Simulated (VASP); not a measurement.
CdS (wurtzite), at 0.96 of the tabulated volume:

```
CdS
1.0
    2.04202    -3.53689     0.00000
    2.04202     3.53689     0.00000
    0.00000     0.00000     6.62918
Cd S
2 2
Direct
  0.66667   0.33333   0.50000
  0.33333   0.66667   0.00000
  0.66667   0.33333   0.87700
  0.33333   0.66667   0.37700
```

The lowest empty band near Γ, direction c, from PBE with spin-orbit coupling in VASP (PAW); its two spin partners are averaged. The gap over the points computed is 1.30 eV, and the next band on that side lies 1.52 eV away at the edge.

Numerical set-up: 400 eV cut-off, 7×7×4 Γ-centred mesh, Gaussian smearing of 0.050 eV, potentials Cd S.

| distance from the edge in k (1/Å) | distance in energy (meV) |
|---|---|
| 0.012 | 4.2 |
| 0.018 | 9.5 |
| 0.025 | 18.1 |
| 0.035 | 35.0 |
| 0.050 | 69.6 |
| 0.070 | 130.3 |

**Question.** Fit E(1 + αE) = ħ²k²/2m* (ħ²/2m0 = 3.810 eV Å²) and predict the row at 0.095 1/Å.

**Answer.** Least squares on the energies gives the electron mass m* = 0.130 m0 and α = 0.81 per eV, and so 224.5 meV. The run gave 223.9 meV, -0.6 meV from the fit.

Left out are points under 3 meV from the edge, since the levels carry 0.1 meV, and points farther than half the way to the next band.

The compound is CdS in the wurtzite structure. The cell was not relaxed at this level.
